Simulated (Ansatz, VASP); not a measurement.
## One calculation of Al3B2P, two programs

```
Al B P
1.0
     4.34106    0.00000    0.00000
    -2.17053    3.75947    0.00000
     0.00000    0.00000    5.34570
Al B P
3 2 1
Cartesian
  2.1705 1.2532 2.6728
  0.0000 0.0000 0.0000
  0.0000 0.0000 2.6728
  0.0000 2.5063 1.8545
  0.0000 2.5063 3.4912
  2.1705 1.2532 0.0000
```

Change from the starting cell: species swapped into the Ce2Si3Ni type (P-6m2, No. 187).

Alike in both runs: functional PBE; k mesh 6 × 6 × 4; occupations gaussian, width 0.1 eV; no spin polarisation.

Ansatz relaxed the structure, and its values are those at the end. VASP's run is a single point on that final structure, the one shown.

|  | VASP | Ansatz |
| --- | --- | --- |
| version | VASP 6.6.1 | Ansatz 0.2.0 |
| potentials or method | VASP PAW PBE potentials, release 64 (Al, B, P) | scalar-relativistic, plane waves, PAW |
| plane-wave cutoff (eV) | 520 | 420 |
| valence electrons in the cell | 20 | 20 |

|  | VASP | Ansatz | Ansatz less VASP |
| --- | --- | --- | --- |
| gap on the k mesh at the Fermi level (eV) | none | none | - |
| pressure (GPa) | 0.0 | 0.0 | +0.04 |
| rms of the force components (eV/Å) | 0.007 | 0.002 | -0.0053 |

A gap of «none» marks a metal or a gap that the smearing closes.
